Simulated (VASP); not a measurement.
# Be27N2 in VASP: notebook, part 2 of 2

VASP 6.6.1. Earlier steps stand in the parts before.

### 4 Single point, PBE+D3(BJ)

File INCAR:

```
SYSTEM = Be27N2
ALGO = Fast ; EDIFF = 1E-7
ENCUT = 520 ; GGA = PE
ISIF = 2 ; ISMEAR = 0
IVDW = 12 ; LASPH = .TRUE.
LCHARG = .TRUE. ; LELF = .TRUE.
LREAL = Auto ; LVHAR = .TRUE.
LWAVE = .FALSE. ; NBANDS = 52
NELM = 80 ; PREC = Accurate
SIGMA = 0.15
```

File KPOINTS:

```
k-points
0
G
  4 4 1
  0 0 0
```

File POSCAR:

```
Be27N2
1.0
    6.8700000000      0.0000000000      0.0000000000
    3.4350000000      5.9495950000      0.0000000000
    0.0000000000      0.0000000000     14.5884300000
Be N
27 2
Direct
    0.0000000000      0.0000000000      0.0685474722
    0.3333333333      0.0000000000      0.0685474722
    0.6666666667      0.0000000000      0.0685474722
    0.0000000280      0.3333332773      0.0685474722
    0.3333333613      0.3333332773      0.0685474722
    0.6666666947      0.3333332773      0.0685474722
   -0.0000000280      0.6666667227      0.0685474722
    0.3333333053      0.6666667227      0.0685474722
    0.6666666387      0.6666667227      0.0685474722
   -0.1109787020      0.2221830225      0.1933722820
    0.2221538869      0.2223038711      0.1933987413
    0.5555526529      0.2220376345      0.1933986728
   -0.1110613751      0.5554720952      0.1933275205
    0.2223075890      0.5555877333      0.1934668090
    0.5553672255      0.5556894209      0.1934024429
   -0.1112700597      0.8889756362      0.1934378134
    0.2222633823      0.8887273840      0.1933806448
    0.5556557676      0.8889714342      0.1933789997
    0.0000246725     -0.0000304222      0.3182034667
    0.3333545068     -0.0000455493      0.3182482282
    0.6666394332      0.0000067231      0.3183897787
   -0.0000017848      0.3333907602      0.3180652065
    0.3333607670      0.3332848707      0.3183908070
    0.6666609146      0.3332641970      0.3181290242
   -0.0000612421      0.6666374770      0.3183555736
    0.3333164009      0.6667191632      0.3183447431
    0.6667000503      0.6667122720      0.3180726781
    0.7283874173      0.4065611189      0.5805209334
    0.8925949731      0.3962604177      0.5715042674
```

Potentials or basis: VASP PAW PBE potentials, release 64 (Be, N).

Command:

```
> cat potpaw_PBE.64/Be/POTCAR potpaw_PBE.64/N/POTCAR > POTCAR
> mpirun -np 1 vasp_std > vasp.out
```

OUTCAR:

```text
SYSTEM = Be27N2
   EDIFF = 1E-7
   ENCUT = 520
   GGA = PE
   ISIF = 2
   ISMEAR = 0
   IVDW = 12
   LASPH = .TRUE.
   LREAL = Auto
   NELM = 80
   PREC = Accurate
 IVDW          = 12

 ion  position               nearest neighbor table
   1  0.000  0.000  0.069-  10 2.25  17 2.25  16 2.25   8 2.29   4 2.29   6 2.29   7 2.29   3 2.29
                             2 2.29
   2  0.333  0.000  0.069-  18 2.25  17 2.25  11 2.25   8 2.29   4 2.29   5 2.29   9 2.29   1 2.29
                             3 2.29
   3  0.667  0.000  0.069-  18 2.25  12 2.25  16 2.25   7 2.29   6 2.29   9 2.29   5 2.29   1 2.29
                             2 2.29
   4  0.000  0.333  0.069-  13 2.25  10 2.25  11 2.25   2 2.29   1 2.29   5 2.29   6 2.29   9 2.29
                             7 2.29
   5  0.333  0.333  0.069-  11 2.25  12 2.25  14 2.25   2 2.29   3 2.29   4 2.29   6 2.29   7 2.29
                             8 2.29
   6  0.667  0.333  0.069-  10 2.25  15 2.25  12 2.25   3 2.29   1 2.29   4 2.29   5 2.29   8 2.29
                             9 2.29
   7  1.000  0.667  0.069-  13 2.25  16 2.25  14 2.25   3 2.29   1 2.29   9 2.29   8 2.29   5 2.29
                             4 2.29
   8  0.333  0.667  0.069-  17 2.25  15 2.25  14 2.25   2 2.29   1 2.29   7 2.29   9 2.29   6 2.29
                             5 2.29
   9  0.667  0.667  0.069-  13 2.25  18 2.25  15 2.25   3 2.29   2 2.29   7 2.29   8 2.29   4 2.29
[... 22 lines left out ...]
                            22 2.29
  21  0.667  0.000  0.318-  16 2.25  12 2.25  18 2.25  27 2.29  24 2.29  23 2.29  20 2.29  25 2.29
                            19 2.29
  22  1.000  0.333  0.318-  11 2.25  10 2.25  13 2.25  25 2.29  27 2.29  23 2.29  20 2.29  24 2.29
                            19 2.29
  23  0.333  0.333  0.318-  14 2.25  11 2.25  12 2.25  21 2.29  24 2.29  22 2.29  20 2.29  25 2.29
                            26 2.29
  24  0.667  0.333  0.318-  12 2.25  15 2.25  10 2.25  21 2.29  23 2.29  19 2.29  26 2.29  22 2.29
                            27 2.29
  25  1.000  0.667  0.318-  14 2.25  16 2.25  13 2.25  27 2.29  22 2.29  21 2.29  19 2.29  23 2.29
                            26 2.29
  26  0.333  0.667  0.318-  14 2.25  15 2.25  17 2.25  20 2.29  19 2.29  27 2.29  24 2.29  23 2.29
                            25 2.29
  27  0.667  0.667  0.318-  18 2.25  15 2.25  13 2.25  25 2.29  21 2.29  20 2.29  22 2.29  26 2.29
                            24 2.29
  28  0.728  0.407  0.581-  29 1.10
  29  0.893  0.396  0.572-  28 1.10
[... 210 lines left out ...]
  energy-cutoff  :      520.00
  volume of cell :      596.28
 maximum number of plane-waves:     16072
 NGX is ok and might be reduce to    54
   NGX = 25   NGY = 25   NGZ = 55

 number of electron      64.0000000 magnetization

 Free energy of the ion-electron system (eV)
  ---------------------------------------------------
  ext. energy  EPLUGINS =         0.00000000
  ---------------------------------------------------
  free energy    TOTEN  =      -109.01221371 eV

  energy without entropy =     -108.85406427  energy(sigma->0) =     -108.93313899

 E-fermi :  -0.7414     XC(G=0):  -5.7817

 val. band max:       -0.7415499130   @ k =   0.5000  -0.0000   0.0000
 cond. band min:      -0.7408114599   @ k =   0.0000   0.5000   0.0000
 fundamental gap:      0.0007384531
 Fermi energy:        -0.7413753741

 k-point     1 :       0.0000    0.0000    0.0000
  band No.  band energies     occupation
      1     -23.8367      2.00000
      2     -10.2757      2.00000
      3      -8.9537      2.00000
      4      -8.0512      2.00000
      5      -7.1445      2.00000
      6      -7.1271      2.00000
[... 459 lines left out ...]
     43       3.3493      0.00000
     44       3.3580      0.00000
 [bands above 44 left out]

------------------------ aborting loop because EDIFF is reached ----------------------------------------

 Edisp (eV)   -6.04773

 E8    (eV) :    -2.1892

  FORCE on cell =-STRESS in cart. coord.  units (eV):
  Direction    XX          YY          ZZ          XY          YZ          ZX
  --------------------------------------------------------------------------------------
  -------------------------------------------------------------------------------------
  Total     -24.71168   -26.56628    -0.07600    -0.10488     0.01345    -0.22272
  in kB     -66.39879   -71.38198    -0.20422    -0.28180     0.03614    -0.59843
  external pressure =      -45.99 kB  Pullay stress =        0.00 kB

 VOLUME and BASIS-vectors are now :
 -----------------------------------------------------------------------------
  energy-cutoff  :      520.00
  volume of cell :      596.28
      direct lattice vectors                 reciprocal lattice vectors
     6.870000000  0.000000000  0.000000000     0.145560408 -0.084039334  0.000000000
     3.435000000  5.949595000  0.000000000     0.000000000  0.168078668  0.000000000
     0.000000000  0.000000000 14.588430000     0.000000000  0.000000000  0.068547472

 POSITION                                       TOTAL-FORCE (eV/Angst)
 -----------------------------------------------------------------------------------
      0.00000      0.00000      1.00000        -0.001735     -0.004354     -0.007994
      2.29000      0.00000      1.00000         0.002138     -0.000254     -0.005323
      4.58000      0.00000      1.00000        -0.000640     -0.000424     -0.006350
      1.14500      1.98320      1.00000         0.000565     -0.001237     -0.006290
      3.43500      1.98320      1.00000         0.000335     -0.000335     -0.005251
      5.72500      1.98320      1.00000        -0.001102     -0.000194     -0.005059
[... 21 lines left out ...]
      6.40056      2.41887      8.46889        -1.718400      0.096670      0.202505
      7.49328      2.35759      8.33735         1.718590     -0.097002     -0.214421
 -----------------------------------------------------------------------------------
    total drift:                                0.000547     -0.000311      0.000829

  FREE ENERGIE OF THE ION-ELECTRON SYSTEM (eV)
  ---------------------------------------------------
  free  energy   TOTEN  =      -115.0599455777 eV

  energy  without entropy=     -114.9017961454  energy(sigma->0) =     -114.98087086
```

OSZICAR:

```text
N       E                     dE             d eps       ncg     rms          rms(c)
DAV:   1     0.224102601292E+03    0.22410E+03   -0.22080E+04  1040   0.943E+02
DAV:   2    -0.869924098596E+02   -0.31110E+03   -0.29337E+03  1400   0.185E+02
DAV:   3    -0.115554158343E+03   -0.28562E+02   -0.27672E+02  1296   0.512E+01
[... 14 lines left out ...]
RMM:  18    -0.109012210215E+03   -0.44225E-05   -0.25410E-05  1556   0.109E-02    0.203E-03
RMM:  19    -0.109012212776E+03   -0.25605E-05   -0.86030E-06  1539   0.613E-03    0.497E-04
RMM:  20    -0.109012213537E+03   -0.76195E-06   -0.28863E-06  1411   0.333E-03    0.343E-04
RMM:  21    -0.109012213652E+03   -0.11422E-06   -0.10307E-06  1177   0.180E-03    0.177E-04
RMM:  22    -0.109012213706E+03   -0.54768E-07   -0.35076E-07  1079   0.112E-03
   1 F= -.11505995E+03 E0= -.11498087E+03  d E =-.158149E+00
```

Wall time 8.6 min (1 thread of AMD EPYC 9R45 (Zen 5), shared host); peak memory 0.71 GiB.

Results:

```yaml
Free_energy: -115.0599 eV
Largest_force: 1.735 eV/Å
Band_gap_on_the_k_mesh: none (metal or under the smearing width)
Dispersion_energy_per_atom: -0.209 eV
```

Forces on the atoms (eV/Å):
```
Be  -0.002 -0.004 -0.008
Be   0.002  0.000 -0.005
Be  -0.001  0.000 -0.006
Be   0.001 -0.001 -0.006
Be   0.000  0.000 -0.005
Be  -0.001  0.000 -0.005
Be   0.005  0.003 -0.005
Be  -0.003  0.001 -0.007
Be  -0.002  0.003 -0.008
Be  -0.001  0.000 -0.002
Be   0.000 -0.001 -0.001
Be   0.001  0.001 -0.001
Be   0.000  0.001  0.001
Be   0.000  0.000  0.000
Be   0.000  0.000 -0.003
Be   0.001  0.000 -0.001
Be   0.001  0.000  0.003
Be  -0.001  0.000  0.000
Be   0.000  0.002  0.009
Be  -0.001  0.000  0.011
Be   0.002 -0.001  0.006
Be   0.000 -0.003  0.012
Be   0.002  0.001  0.006
Be  -0.001  0.001  0.004
Be   0.000  0.002  0.005
Be   0.002 -0.002  0.009
Be  -0.002  0.001  0.008
N   -1.718  0.097  0.203
N    1.719 -0.097 -0.214
```

Caveat: the standard files for N, O and F lose accuracy on very short bonds.
